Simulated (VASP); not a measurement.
Calculation: revTPSS meta-GGA, VASP's PBE PAW potentials (set 64) (plane waves; VASP).

Input for VASP

**POSCAR**
```
Pt3Ti
1.0
  3.8984325567   0.0000000000   0.0000000000
  0.0000000000   3.8984325567   0.0000000000
  0.0000000000   0.0000000000   3.8984325567
Ti Pt
1 3
Direct
  0.0000000000   0.0000000000   0.0000000000
  0.0000000000   0.5000000000   0.5000000000
  0.5000000000   0.0000000000   0.5000000000
  0.5000000000   0.5000000000   0.0000000000
```

File KPOINTS:
```
Regular mesh
0
gamma
 7 7 7
```

**INCAR**
```
SYSTEM  =  Pt3Ti
PREC  =  Accurate; ENCUT  =  520; LREAL  =  F
LASPH  =  T
EDIFF  =  1E-6; NELM  =  100; ALGO  =  Normal
LMAXMIX  =  6; LMIXTAU  =  T
ISMEAR  =  1; SIGMA  =  0.1
METAGGA  =  RTPSS
IBRION  =  2; NSW  =  60; ISIF  =  3
EDIFFG  =  -0.02
LWAVE  =  F; LCHARG  =  F
```

POTCAR, in this order: Ti_sv Pt (PBE.64 set). Program: vasp_std.

Output of the run:

OSZICAR:
```
       N       E                     dE             d eps       ncg     rms          rms(c)
DAV:   1     0.584834402637E+03    0.58483E+03   -0.26647E+04  1000   0.230E+03
DAV:   2     0.157361756937E+03   -0.42747E+03   -0.41904E+03  1160   0.584E+02
DAV:   3     0.103751537046E+03   -0.53610E+02   -0.51043E+02  1747   0.180E+02
DAV:   4     0.991180372443E+02   -0.46335E+01   -0.45957E+01  1428   0.589E+01
DAV:   5     0.987856816093E+02   -0.33236E+00   -0.32907E+00  1704   0.127E+01    0.295E+01
DAV:   6     0.940497694300E+02   -0.47359E+01   -0.98229E+01  1044   0.965E+01    0.157E+01
DAV:   7     0.924620571726E+02   -0.15877E+01   -0.23717E+01  1317   0.456E+01    0.774E+00
DAV:   8     0.982959176797E+02    0.58339E+01   -0.80746E+00  1008   0.299E+01    0.551E+00
DAV:   9     0.972615392768E+02   -0.10344E+01   -0.19326E+00  1132   0.156E+01    0.265E+00
DAV:  10     0.930187402060E+02   -0.42428E+01   -0.75754E+00  1279   0.234E+01    0.306E+00
DAV:  11     0.930360560150E+02    0.17316E-01   -0.33743E-01  1221   0.482E+00    0.247E+00
DAV:  12     0.927481273724E+02   -0.28793E+00   -0.74101E-01  1468   0.482E+00    0.207E+00
DAV:  13     0.928132731345E+02    0.65146E-01   -0.22971E-01  1327   0.272E+00    0.835E-01
DAV:  14     0.927920115303E+02   -0.21262E-01   -0.34375E-02  1420   0.122E+00    0.543E-01
DAV:  15     0.927879806283E+02   -0.40309E-02   -0.84535E-03  1536   0.474E-01    0.403E-01
DAV:  16     0.927780381793E+02   -0.99424E-02   -0.73821E-02  1544   0.144E+00    0.444E-01
DAV:  17     0.927792206385E+02    0.11825E-02   -0.21082E-03  1122   0.355E-01    0.355E-01
DAV:  18     0.927797695201E+02    0.54888E-03   -0.19729E-03  1457   0.334E-01    0.168E-01
DAV:  19     0.927799565484E+02    0.18703E-03   -0.46447E-04  1422   0.953E-02    0.900E-02
DAV:  20     0.927800381631E+02    0.81615E-04   -0.15147E-04  1473   0.608E-02    0.432E-02
DAV:  21     0.927800321763E+02   -0.59867E-05   -0.26765E-05  1075   0.444E-02    0.141E-02
DAV:  22     0.927800311318E+02   -0.10445E-05   -0.41010E-06  1049   0.189E-02    0.581E-03
DAV:  23     0.927800310574E+02   -0.74362E-07   -0.16899E-06   700   0.743E-03
   1 F= 0.92780031E+02 E0= 0.92780182E+02  d E =0.927800E+02
       N       E                     dE             d eps       ncg     rms          rms(c)
DAV:   1     0.927387657078E+02   -0.41265E-01   -0.11750E+00  1064   0.102E+01    0.159E+00
DAV:   2     0.927826386714E+02    0.43873E-01   -0.17388E-01  1198   0.317E+00    0.110E+00
DAV:   3     0.927773188529E+02   -0.53198E-02   -0.14639E-01  1520   0.245E+00    0.720E-01
DAV:   4     0.927842007136E+02    0.68819E-02   -0.80506E-02  1376   0.167E+00    0.255E-01
DAV:   5     0.927825209333E+02   -0.16798E-02   -0.10450E-02  1344   0.478E-01    0.262E-01
DAV:   6     0.927825308846E+02    0.99514E-05   -0.40519E-04  1186   0.108E-01    0.256E-01
DAV:   7     0.927809225944E+02   -0.16083E-02   -0.56626E-03  1568   0.573E-01    0.413E-01
DAV:   8     0.927822192228E+02    0.12966E-02   -0.16332E-03  1379   0.311E-01    0.228E-01
DAV:   9     0.927823671353E+02    0.14791E-03   -0.25161E-04  1312   0.141E-01    0.133E-01
DAV:  10     0.927825266447E+02    0.15951E-03   -0.17024E-04  1618   0.856E-02    0.401E-02
DAV:  11     0.927825412285E+02    0.14584E-04   -0.23708E-05  1124   0.362E-02    0.107E-02
DAV:  12     0.927825427063E+02    0.14778E-05   -0.81659E-06  1229   0.144E-02    0.647E-03
DAV:  13     0.927825421597E+02   -0.54665E-06   -0.99315E-07   669   0.768E-03
   2 F= 0.92782542E+02 E0= 0.92782584E+02  d E =0.251110E-02
       N       E                     dE             d eps       ncg     rms          rms(c)
DAV:   1     0.927569707894E+02   -0.25572E-01   -0.60711E-01  1064   0.728E+00    0.115E+00
DAV:   2     0.927780221434E+02    0.21051E-01   -0.98927E-02  1238   0.228E+00    0.834E-01
DAV:   3     0.927772998963E+02   -0.72225E-03   -0.79066E-02  1527   0.179E+00    0.561E-01
DAV:   4     0.927802258999E+02    0.29260E-02   -0.44516E-02  1368   0.123E+00    0.228E-01
DAV:   5     0.927795832326E+02   -0.64267E-03   -0.57424E-03  1384   0.370E-01    0.181E-01
DAV:   6     0.927799343911E+02    0.35116E-03   -0.48586E-04  1198   0.169E-01    0.731E-02
DAV:   7     0.927796377964E+02   -0.29659E-03   -0.11502E-03  1053   0.348E-01    0.129E-01
DAV:   8     0.927795275389E+02   -0.11026E-03   -0.10337E-04  1088   0.106E-01    0.834E-02
DAV:   9     0.927795588470E+02    0.31308E-04   -0.17596E-04  1663   0.103E-01    0.631E-03
DAV:  10     0.927795587406E+02   -0.10636E-06   -0.38873E-06   899   0.148E-02
   3 F= 0.92779559E+02 E0= 0.92779681E+02  d E =-.472317E-03
```

**OUTCAR**
```
------------------------ aborting loop because EDIFF is reached ----------------------------------------
  FORCE on cell =-STRESS in cart. coord.  units (eV):
  Direction    XX          YY          ZZ          XY          YZ          ZX
  --------------------------------------------------------------------------------------
  Total        0.0036329      0.0036329      0.0036329      0.0000000     -0.0000000      0.0000000
  in kB        0.0979421      0.0979421      0.0979421      0.0000000     -0.0000000      0.0000000
  external PRESSURE =       0.0979421 kB  Pullay stress =       0.0000000 kB
  volume of cell :       59.43
      direct lattice vectors                 reciprocal lattice vectors
     3.902396346  0.000000000  0.000000000     0.256252802 -0.000000000 -0.000000000
     0.000000000  3.902396346 -0.000000000    -0.000000000  0.256252802 -0.000000000
     0.000000000  0.000000000  3.902396346    -0.000000000  0.000000000  0.256252802
 POSITION                                       TOTAL-FORCE (eV/Angst)
 -----------------------------------------------------------------------------------
      0.00000      0.00000      0.00000         0.000000      0.000000      0.000000
      0.00000      1.95120      1.95120         0.000000     -0.000000      0.000000
      1.95120      0.00000      1.95120        -0.000000     -0.000000      0.000000
      1.95120      1.95120     -0.00000         0.000000      0.000000      0.000000
 -----------------------------------------------------------------------------------
    total drift:                               -0.000000      0.000000     -0.000000
  FREE ENERGIE OF THE ION-ELECTRON SYSTEM (eV)
  ---------------------------------------------------
  free  energy   TOTEN  =        92.7795587406 eV

  energy  without entropy=       92.7799250809  energy(sigma->0) =       92.77968085

 reached required accuracy - stopping structural energy minimisation
```
(Selected blocks of OUTCAR.)

### CONTCAR
```
Pt3Ti
   1.00000000000000
     3.9023963460850197    0.0000000000000000    0.0000000000000000
     0.0000000000000000    3.9023963460850197   -0.0000000000000000
     0.0000000000000000    0.0000000000000000    3.9023963460850197
  Ti              Pt
     1     3
Direct
     0.0000000000000000    0.0000000000000000    0.0000000000000000
     0.0000000000000000    0.5000000000000000    0.5000000000000000
     0.5000000000000000    0.0000000000000000    0.5000000000000000
     0.5000000000000000    0.5000000000000000    0.0000000000000000
```

The compound is Pt3Ti in the L1_2 structure. This run relaxes it. Symmetry was kept, so distortions that lower it aren't found. The start is the result of an earlier pass.
